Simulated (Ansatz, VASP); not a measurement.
**B3C in VASP and in Ansatz**

```
CELL_PARAMETERS angstrom
-1.84499 1.84499 1.84499
1.84499 -1.84499 1.84499
1.84499 1.84499 -1.84499
ATOMIC_POSITIONS crystal
B 0.00000 0.50000 0.50000
B 0.50000 0.00000 0.50000
B 0.50000 0.50000 0.00000
C 0.00000 0.00000 0.00000
```

Alike in both runs: functional PBE; k mesh 6 × 6 × 6; occupations gaussian, width 0.1 eV; no spin polarisation.

Ansatz relaxed the structure, and its values are those at the end. VASP's run is a single point on that final structure, the one shown.

|  | VASP | Ansatz |
| --- | --- | --- |
| version | VASP 6.6.1 | Ansatz 0.2.0 |
| potentials or method | VASP PAW PBE potentials, release 64 (B, C) | scalar-relativistic, plane waves, PAW |
| plane-wave cutoff (eV) | 520 | 420 |
| valence electrons in the cell | 13 | 13 |

Ansatz gave:

| Item | Value |
| --- | --- |
| gap on the k mesh at the Fermi level (eV) | none |
| pressure (GPa) | -0.2 |

Question: Which values does VASP return?

Answer: gap on the k mesh at the Fermi level (eV): none; pressure (GPa): -0.1.

A gap of «none» marks a metal or a gap that the smearing closes.

Caveats: the k mesh is coarse (spacing up to 0.40 Å⁻¹), so the values aren't converged.
